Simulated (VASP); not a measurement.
Computed with PBE GGA, VASP's PBE PAW potentials (set 64) (plane waves; VASP).

VASP ran on this input.

**POSCAR**
```
BN
2.563570
  0.0000000000   0.7071067442   0.7071067442
  0.7071067442   0.0000000000   0.7071067442
  0.7071067442   0.7071067442   0.0000000000
B N
1 1
direct
  0.0000000000   0.0000000000   0.0000000000
  0.2500000000   0.2500000000   0.2500000000
```

**INCAR**
```
ALGO = Normal
EDIFF = 1E-8
ENCUT = 520
GGA = PE
IBRION = 8
ISMEAR = 0
LASPH = .TRUE.
LCHARG = .FALSE.
LEPSILON = .TRUE.
LREAL = .FALSE.
LWAVE = .FALSE.
NELM = 100
NSW = 1
PREC = Accurate
SIGMA = 0.01
SYSTEM = BN
```

### KPOINTS
```
Automatic mesh
0
Gamma
12 12 12
0 0 0
```

POTCAR, in this order: B N (PBE.64 set). Program: vasp_std.

Output

### OUTCAR
```


 HEAD OF MICROSCOPIC STATIC DIELECTRIC TENSOR (INDEPENDENT PARTICLE, excluding Hartree and local field effects)
 ------------------------------------------------------
           4.708241     0.000000     0.000000
           0.000000     4.708241    -0.000000
          -0.000000     0.000000     4.708241
 ------------------------------------------------------

 MACROSCOPIC STATIC DIELECTRIC TENSOR (including local field effects in DFT)
 ------------------------------------------------------
           4.614714     0.000000     0.000000
          -0.000000     4.614714     0.000000
           0.000000     0.000000     4.614714
 ------------------------------------------------------

 PIEZOELECTRIC TENSOR (including local field effects)  for field in x, y, z        (e  Angst)
          XX          YY          ZZ          XY          YZ          ZX
  --------------------------------------------------------------------------------
  x     0.00000    -0.00000    -0.00000     0.00000    -0.77206     0.00000
  y     0.00000    -0.00000     0.00000     0.00000     0.00000    -0.77206
  z    -0.00000    -0.00000     0.00000    -0.77206     0.00000     0.00000

 PIEZOELECTRIC TENSOR (including local field effects)  for field in x, y, z        (C/m^2)
          XX          YY          ZZ          XY          YZ          ZX
  --------------------------------------------------------------------------------
  x     0.00000    -0.00000    -0.00000     0.00000    -1.03834     0.00000
  y     0.00000    -0.00000     0.00000     0.00000     0.00000    -1.03834
  z    -0.00000    -0.00000     0.00000    -1.03834     0.00000     0.00000

 BORN EFFECTIVE CHARGES (including local field effects) (in |e|, cummulative output)
 ---------------------------------------------------------------------------------
 ion    1
    1     1.91136     0.00000    -0.00000
    2    -0.00000     1.91136     0.00000
    3    -0.00000     0.00000     1.91136
 ion    2
    1    -1.91136     0.00000     0.00000
    2     0.00000    -1.91136     0.00000
    3     0.00000     0.00000    -1.91136

   1 f  =   30.835603 THz   193.745807 2PiTHz 1028.564998 cm-1   127.525749 meV

   2 f  =   30.835603 THz   193.745807 2PiTHz 1028.564998 cm-1   127.525749 meV

   3 f  =   30.835603 THz   193.745807 2PiTHz 1028.564998 cm-1   127.525749 meV

   4 f/i=    0.000657 THz     0.004128 2PiTHz    0.021915 cm-1     0.002717 meV

   5 f/i=    0.000657 THz     0.004128 2PiTHz    0.021915 cm-1     0.002717 meV

   6 f/i=    0.000657 THz     0.004128 2PiTHz    0.021915 cm-1     0.002717 meV

 MACROSCOPIC STATIC DIELECTRIC TENSOR IONIC CONTRIBUTION
 ------------------------------------------------------
           2.338097    -0.000000    -0.000000
          -0.000000     2.338097    -0.000000
          -0.000000    -0.000000     2.338097
 ------------------------------------------------------

 ELASTIC MODULI CONTR FROM IONIC RELAXATION (kBar)
 Direction    XX          YY          ZZ          XY          YZ          ZX
 --------------------------------------------------------------------------------
 XX          -0.0000     -0.0000     -0.0000     -0.0000      0.0000      0.0000
 YY          -0.0000     -0.0000     -0.0000     -0.0000      0.0000      0.0000
 ZZ          -0.0000     -0.0000     -0.0000      0.0000      0.0000      0.0000
 XY          -0.0000     -0.0000      0.0000    -10.2992      0.0000      0.0000
 YZ           0.0000      0.0000      0.0000      0.0000    -10.2992      0.0000
 ZX           0.0000      0.0000      0.0000      0.0000      0.0000    -10.2992
 --------------------------------------------------------------------------------

 PIEZOELECTRIC TENSOR IONIC CONTR  for field in x, y, z        (C/m^2)
          XX          YY          ZZ          XY          YZ          ZX
  --------------------------------------------------------------------------------
  x    -0.00000    -0.00000    -0.00000    -0.00000     0.14602     0.00000
  y    -0.00000    -0.00000    -0.00000    -0.00000    -0.00000     0.14602
  z     0.00000     0.00000    -0.00000     0.14602    -0.00000    -0.00000
```
(Selected blocks of OUTCAR.)

File OUTCAR:
```
 val. band max:        7.2968262265   @ k =   0.0000   0.0000   0.0000

 cond. band min:      11.7469724687   @ k =   0.5000   0.5000   0.0000


 Fermi energy:         7.3919159462

 k-point     1 :       0.0000    0.0000    0.0000
  band No.  band energies     occupation
      1     -12.8359      2.00000
      2       7.2968      2.00000
      3       7.2968      2.00000
      4       7.2968      2.00000
      5      16.0755      0.00000
      6      16.0755      0.00000
      7      16.0755      0.00000
      8      17.5059      0.00000

 k-point     2 :       0.0833    0.0000    0.0000
  band No.  band energies     occupation
      1     -12.6680      2.00000
      2       6.3896      2.00000
      3       7.1178      2.00000
      4       7.1179      2.00000
      5      16.2724      0.00000
      6      16.3470      0.00000
      7      16.3470      0.00000
      8      18.0763      0.00000

 k-point     3 :       0.1667    0.0000    0.0000
  band No.  band energies     occupation
      1     -12.1707      2.00000
      2       4.3027      2.00000
      3       6.6822      2.00000
      4       6.6822      2.00000
      5      16.5666      0.00000
      6      16.9785      0.00000
      7      16.9785      0.00000
      8      19.4135      0.00000

 k-point     4 :       0.2500    0.0000    0.0000
  band No.  band energies     occupation
      1     -11.3678      2.00000
      2       1.8528      2.00000
      3       6.1789      2.00000
      4       6.1789      2.00000
      5      16.8528      0.00000
      6      17.5832      0.00000
      7      17.5832      0.00000
      8      20.7538      0.00000

 k-point     5 :       0.3333    0.0000    0.0000
  band No.  band energies     occupation
      1     -10.3231      2.00000
      2      -0.5191      2.00000
      3       5.7493      2.00000
      4       5.7493      2.00000
      5      17.1033      0.00000
      6      17.8968      0.00000
      7      17.8968      0.00000
...
```

The compound is BN in the zinc blende structure. It was relaxed first.
